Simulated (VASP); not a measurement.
# Au₃Pd (ordered alloy cell): computed properties

Computed with PBEsol GGA, VASP's PBE PAW potentials (set 64) (plane waves; VASP).

For Au3Pd, the space group is Cmmm (65), the cell is a = 5.6790 Å, b = 8.0315 Å, c = 2.8612 Å, α = 90.00°, β = 90.00°, γ = 90.00° and the volume per atom comes out as 16.31 Å³/atom. The band gap (over mesh and band path) is none (metal, semimetal or under 0.01 eV) and the density is 17.75 g/cm³.

```yaml
crystal:
  lattice:
    - [0.01530, 4.03099, 4.01573]
    - [4.03099, 0.01530, 4.01573]
    - [2.02315, 2.02315, 0.00000]
  atoms:
    - { symbol: Pd, position: [0.00000, 0.00000, 0.00000] }
    - { symbol: Au, position: [0.00000, 0.50000, 0.00000] }
    - { symbol: Au, position: [0.50000, 0.00000, 0.00000] }
    - { symbol: Au, position: [0.50000, 0.50000, 0.00000] }
```

Unless said otherwise, spin-orbit coupling is left out, though it shifts the bands of the heavy elements here.

The structure was generated: Au3Pd was put into an ordered model structure (Cmmm), which need not be its known phase. It was relaxed first. Symmetry was kept, so distortions that lower it aren't found. The electron count is odd and the run is not spin-polarised, which forces a metal.
